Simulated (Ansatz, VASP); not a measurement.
# GaP in two plane-wave programs, part 2 of 2

Aim: how closely do two programs agree when they are given the same cell, functional and k mesh? The cell is taken from a series of runs on this material, whose earlier steps may have relaxed, scaled, displaced or heated it; both programs get it as it stands.

VASP 6.6.1 and Ansatz 0.2.0.

So far: Starting point; VASP: G0W0 gap, PBE, DFT+U.

**3. Ansatz: G0W0 gap, PBE, DFT+U**

Level of this step: Ansatz beside VASP: Kohn-Sham DFT, plane waves, PBE, DFT+U (Ansatz).

Ansatz runs on its PAW soft_1 files.

The same cell, functional and mesh now go to Ansatz, which takes its cutoff from its data sets.

Contents of input.yaml:

```yaml
crystal:
  lattice:
    - [0.0, 2.72525, 2.72525]
    - [2.72525, 0.0, 2.72525]
    - [2.72525, 2.72525, 0.0]
  atoms:
    - { symbol: Ga, position: [0.0, 0.0, 0.0] }
    - { symbol: P, position: [0.25, 0.25, 0.25] }
kpoints:
  mp_grid: { grid: [6, 6, 6] }
hamiltonian:
  xc: pbe
  hubbard:
    projectors: ortho-atomic
    sites: [{ species: Ga, l: d, u_eff: 4.0 }]
  pseudopotentials: { kind: paw, azcp: { folder: soft_1 } }
scf:
  occupations: { method: fixed }
gw:
  n_empty_bands: 168
  ecut_chi: 150.0
  qp_bands: [v2, c2]
  qp_kpoints: band_edges
  screening: { model: contour_deformation }
```

Run with:

```console
$ ansatz run input.yaml --threads 3 --pin off --max-ram 92160MiB --backend cuda --events-out ev --progress --plain --runs-dir out --devices 1 --max-vram 13GiB
```

Numbers of over 12 decimals in the logs are rounded to 6 here.

The log of the run:

```text
GPUs: using 1 of 1 available (devices: 1).
Engine: ansatz 0.2.0, x86_64-unknown-linux-gnu
Pseudopotentials: kind: paw
Pseudopotential: Ga, paw, valence charge 13, recommended cutoff 420 eV (normal), soft_1/Ga.paw.azcp
Pseudopotential: P, paw, valence charge 5, recommended cutoff 420 eV (normal), soft_1/P.paw.azcp
Functional definition: PBE
  parameter kappa = 0.804
  parameter beta = 0.066725
  exchange = pbe_x(kappa = kappa, mu = beta*pi^2/3)
  correlation = pbe_c(beta = beta)
device memory: the entry about to start is reckoned to put 0.4 GiB on a device that reports 60.4 GiB free (of which the cap on the GPU budget leaves the run 13.0 GiB)
GPU FFT provider: cuFFT
GPU libraries: cuBLAS 13.8.2, cuFFT 12.4.0, cuSOLVER 12.3.4
Crystal: 2 atoms, lattice volume = 40.481 Å³
Basis set: ecut = 420 eV, 749 PW (Γ)
Bands: 13, of which v1, the nominal top of the filled ones, is band 9 counted from 1 (8 counted from 0)
Symmetry: 24 space group operations
Space group: F-43m (ITA 216), of the structure as read, at distance tolerance 3.4e-5 Å
k-points: 16 of 216 (time reversal used)
Non-local potential: Ga, projectors of the file, l = 0: 2, l = 1: 2, l = 2: 3, l = 3: 1
Non-local potential: P, projectors of the file, l = 0: 2, l = 1: 2, l = 2: 1
PAW form: soft (Blöchl's): semilocal exchange-correlation on the pseudo side does not see the compensation charge
PAW one-centre angular grid: Ga, 590 points (default); XC on 64 Gauss nodes
PAW one-centre angular grid: P, 110 points (default); XC on 64 Gauss nodes
Initial density: superposition of atomic densities (chi_scale 0.1, normalization cell, long waves kept (reshape's long-wave potential 0.00 eV rms))
Initial wavefunctions: pseudopotential atomic-orbital guess
GPU buffer pool allocated for 19683 grid points (all kernels)
GPU transforms: local potential and band sums: pruned to the plane-wave sphere, on 25×25×25
Functional: x = pbe(κ = 0.804, μ = 0.219515), c = pbe(β = 0.066725)
SCF iter   1: F=—  HF=-4539.668647 eV  |F-HF|=—  |Δ(HF+E_count)|=         —  Δρ=4.73e-2  dr2=7.19e-1  ethr=3.10e-3  ⟨swp⟩=5.0  Hψ=1128  notcnv=0  defer=26
preconditioner: auto → none  [insulator: Δε(μ)=1.950 eV  Ē_g=16.446 eV  n_scr=14 (ndim 8)  ℏωp=24.8 eV  f_vac=0.000  ε∞_Penn≈3.3]
SCF iter   2: F=—  HF=-4539.524673 eV  |F-HF|=—  |Δ(HF+E_count)|=   1.44e-1  Δρ=2.17e-2  dr2=1.02e-1  ethr=3.10e-3  ⟨swp⟩=2.0  Hψ=391  notcnv=0  defer=27
SCF iter   3: F=—  HF=-4539.521405 eV  |F-HF|=—  |Δ(HF+E_count)|=   3.27e-3  Δρ=5.62e-3  dr2=1.13e-2  ethr=5.69e-4  ⟨swp⟩=2.9  Hψ=372  notcnv=0  defer=27
SCF iter   4: F=—  HF=-4539.519034 eV  |F-HF|=—  |Δ(HF+E_count)|=   2.37e-3  Δρ=1.94e-3  dr2=6.12e-4  ethr=6.27e-5  ⟨swp⟩=2.4  Hψ=401  notcnv=0  defer=26
SCF iter   5: F=—  HF=-4539.518718 eV  |F-HF|=—  |Δ(HF+E_count)|=   3.16e-4  Δρ=4.33e-4  dr2=3.25e-5  ethr=3.40e-6  ⟨swp⟩=2.0  Hψ=389  notcnv=0  defer=27
SCF iter   6: F=—  HF=-4539.518736 eV  |F-HF|=—  |Δ(HF+E_count)|=   1.85e-5  Δρ=3.68e-5  dr2=2.64e-7  ethr=1.81e-7  ⟨swp⟩=2.1  Hψ=266  notcnv=0  defer=13
SCF iter   7: F=-4539.518736 eV  HF=-4539.518736 eV  |F-HF|=2.08e-8  |Δ(HF+E_count)|=   2.55e-7  Δρ=5.34e-6  dr2=9.89e-9  ethr=5.56e-10  ⟨swp⟩=5.9  Hψ=1111  notcnv=0
SCF 1 converged in 7 iterations: F = -4539.518736 eV  dr2 = 9.89e-9
  greatest PAW one-centre occupation: 0.994 electrons in one spin orbital (limit 2), on the Ga atom at site 0 (counted from 0), in its partial waves of l = 2
device memory: the entry about to start is reckoned to put 0.5 GiB on a device that reports 58.5 GiB free (of which the cap on the GPU budget leaves the run 13.0 GiB)
NSCF: frozen V_eff on 16 k-points, pencils in batches of 32, up to order 52
the band table was solved once the SCF had ended and its energy, with any forces and stress, was formed, with the checks that follow a solve (1093 applications of the Hamiltonian). They found nothing against the state; the energy, forces and stress were not computed again (output.eigenvalues in the input reference)
device memory: the entry about to start is reckoned to put 2.6 GiB on a device that reports 57.9 GiB free (of which the cap on the GPU budget leaves the run 13.0 GiB)
NSCF: frozen V_eff on 16 k-points
G₀W₀ screening: q 1/16
[... further progress lines ...]
device memory: the entry about to start is reckoned to put 0.3 GiB on a device that reports 51.6 GiB free (of which the cap on the GPU budget leaves the run 13.0 GiB)
NSCF: frozen V_eff on 1 k-points
device memory: the entry about to start is reckoned to put 0.3 GiB on a device that reports 51.6 GiB free (of which the cap on the GPU budget leaves the run 13.0 GiB)
NSCF: frozen V_eff on 1 k-points
SCF converged after 7 iterations
Free energy (F): -4539.518736 eV
Harris-Foulkes:  -4539.518736 eV  (|F-HF|=2.08e-8)
Internal energy: -4539.518736 eV  (E = F + TS)
E sigma→0 (E₀):  -4539.518736 eV
Fermi energy:    7.065197 eV
--- Per-component energies (eV) ---
  E_band       = -77.842262
  E_kinetic    = 180.928490
  E_local      = -1676.492915  (includes V_loc(G=0)·N_el)
  E_nonlocal   = -59.908834
  E_hartree    = 1015.565074
  E_xc         = -136.333926
  E_vxc        = -117.156364  (∫ρ·V_xc dr)
  E_hubbard    = 0.018841  (on-site DFT+U / exact-exchange correction)
  E_vhub       = -19.943455  (the Hubbard potential's part of the band-sum identity)
  E_paw        = -2550.650310  (= ΣΔE_a)
  E_vpaw       = -416.396610  (= ΣTr[D̂ρ^β])
  E_aug_tail   = -0.000212  (compensation charges beyond the density's cutoff)
  E_ewald      = -1312.644944
  E_smearing   = -0.000000  (= −TS)
  E_closure    = 0.000000  (closes the sum)
  Σ components = -4539.518736   (vs F -4539.518736, Δ=0.00e0)
--- Band table (eV; the first three rows and the last of 16) ---
  k-point 0: bands = [... 5 lower, -5.4116, 7.0652, 7.0652, 7.0652, 8.9123, 10.9638, 10.9638, 10.9638]
  k-point 1: bands = [... 5 lower, -5.0667, 4.6820, 6.6960, 6.6960, 9.4961, 11.5114, 11.5114, 12.1052]
  k-point 2: bands = [... 5 lower, -4.1397, 1.8654, 6.1626, 6.1626, 8.9797, 11.8870, 11.8870, 14.6770]
  k-point 15: bands = [... 5 lower, -2.4276, 0.4754, 3.6955, 3.8152, 10.5517, 10.7263, 14.6292, 14.6510]
Occupation matrices written to <dir>
--- G₀W₀: contour deformation, 7 samples at zero and on the imaginary axis and 2 off it, 216 q-points, 168 empty bands' worth ---
  eigenvalues of the whole cell's RPA ε∞ on this k-mesh (on a slab, of 1 + 4πα/V) = 12.0690, 12.0690, 12.0690; static W/v taken at q = 0 is 0.082857
  bands read: the sum over 177 bands ends inside a degenerate multiplet in 4 slots, whose members it reads at an even weight; the widest, k=0: bands 177 to 179 (counted from 1) at 1/3 each
  gw.qp_kpoints: band_edges: 9 of 16 stored k-points solved, in 1 pass; an edge of the gap read off the rows below is read off those points alone
    valence top: of the k-points left out ik 8 came nearest to being solved in a further pass, in band 9 (counted from 1, as in the quasiparticle table): it holds the edge there only if its correction is more favourable than any solved in that band by at least 0.510 eV; those differ by 0.112 eV
    conduction bottom: of the k-points left out ik 11 came nearest to being solved in a further pass, in band 10 (counted from 1, as in the quasiparticle table): it holds the edge there only if its correction is more favourable than any solved in that band by at least 0.858 eV; those differ by 0.335 eV
    ik  band        ε_KS         Σx   Σc(E_QP)       V_xc       Z   E_QP_lin       E_QP  E_QP is
     0     8      7.0652   -16.9978     1.1358   -15.2859  0.7652     6.4855     6.4890  root
     0     9      7.0652   -16.9978     1.1358   -15.2859  0.7652     6.4855     6.4890  root
     0    10      8.9123   -10.7687    -4.2044   -15.2333  0.7782     9.1732     9.1725  root
     0    11     10.9638    -7.4553    -4.3958   -12.0186  0.7733    11.1317    11.1313  root
     1     8      6.6960   -16.7003     1.2298   -14.8801  0.7639     6.1016     6.1056  root
     1     9      6.6960   -16.7003     1.2298   -14.8801  0.7639     6.1016     6.1056  root
     1    10      9.4961    -9.4682    -4.2018   -13.8892  0.7772     9.7158     9.7152  root
     1    11     11.5114    -7.5754    -4.5726   -12.3253  0.7655    11.6892    11.6887  root
     2     8      6.1626   -16.5309     1.4430   -14.4681  0.7605     5.5379     5.5428  root
     2     9      6.1626   -16.5309     1.4430   -14.4681  0.7605     5.5379     5.5428  root
     2    10      8.9797    -9.2391    -4.0293   -13.4467  0.7820     9.1584     9.1580  root
     2    11     11.8870    -7.1909    -4.6776   -12.0286  0.7623    12.0475    12.0471  root
     3     8      5.9522   -16.5050     1.5354   -14.3375  0.7589     5.3148     5.3202  root
     3     9      5.9522   -16.5050     1.5354   -14.3375  0.7589     5.3148     5.3202  root
     3    10      8.7529    -9.3435    -3.9605   -13.4715  0.7831     8.9207     8.9204  root
     3    11     11.7909    -6.9787    -4.6193   -11.7395  0.7655    11.9327    11.9324  root
     4     8      6.0669   -16.2789     1.4220   -14.2401  0.7605     5.4452     5.4502  root
     4     9      6.0669   -16.2789     1.4220   -14.2401  0.7605     5.4452     5.4502  root
     4    10      9.8529    -7.9338    -4.1482   -12.2360  0.7789    10.0072    10.0070  root
     4    11     10.8824    -9.2723    -4.4608   -13.8899  0.7672    11.0395    11.0392  root
     6     8      4.5070   -15.9645     1.9300   -13.3920  0.7451     3.8565     3.8644  root
     6     9      5.4473   -16.2364     1.7043   -13.8801  0.7548     4.7888     4.7953  root
     6    10      9.8155    -8.5476    -4.1369   -12.8169  0.7781     9.9481     9.9478  root
     6    11     11.7555    -7.4645    -4.6873   -12.2864  0.7601    11.8904    11.8901  root
[...]
10     8      3.7643   -15.5251     2.3220   -12.5200  0.7322     3.0696     3.0811  root
    10     9      4.6957   -16.0305     2.0127   -13.3382  0.7460     4.0077     4.0162  root
    10    10      9.1329    -7.3881    -3.9108   -11.3183  0.7873     9.1523     9.1523  root
    10    11     10.6168    -7.6212    -4.3554   -12.0650  0.7725    10.7053    10.7051  root
    12     8      4.3920   -15.9710     2.1414   -13.1418  0.7418     3.6948     3.7042  root
    12     9      4.3920   -15.9710     2.1414   -13.1418  0.7418     3.6948     3.7042  root
    12    10      8.7265    -6.8350    -3.7735   -10.5334  0.7930     8.6514     8.6513  root
    12    11      8.8996    -7.8748    -3.8986   -11.8507  0.7852     8.9770     8.9769  root
```

**4. Differences**

Known differences besides the potentials themselves: U acts on the PAW sphere in VASP and on atomic orbitals in Ansatz, so only states and trends compare; fixed occupations in Ansatz, narrow Gaussian smearing in VASP; the cutoff is 420 eV in Ansatz and 430 eV in VASP; Ansatz integrates over frequency by contour deformation, VASP on a grid of NOMEGA points; Ansatz's G0W0 levels solve the quasiparticle equation, VASP's are linearised. Total energies have different zeros and are not compared.

The two programs side by side:

```
                   quantity  Ansatz  VASP  difference
  G0W0 gap on the mesh (eV)    2.16  2.18       -0.02
Kohn-Sham gap under it (eV)    1.66  1.66        0.00
```

**5. Results**

```yaml
difference_in_g0w0_gap_on_the_mesh_g0w0_gap_pbe_dft_u: -0.017 eV
```

The difference in G0W0 gap on the mesh is -0.017 eV (G0W0 gap, PBE, DFT+U). How closely two codes agree says nothing of how well the functional describes the real material.

[Lines on the potential files, build, host, timing and source positions are cut from VASP's logs without a mark.]

[Logs are printed without paths, hosts, clocks, repeated set-up lines and the standing remarks that a program may print on its own settings, such as how far it seeks lower states.]

[Hosts, paths, dates, database ids (printed as entryN), source tags and the programs' standing remarks are cut or masked in the printed files.]
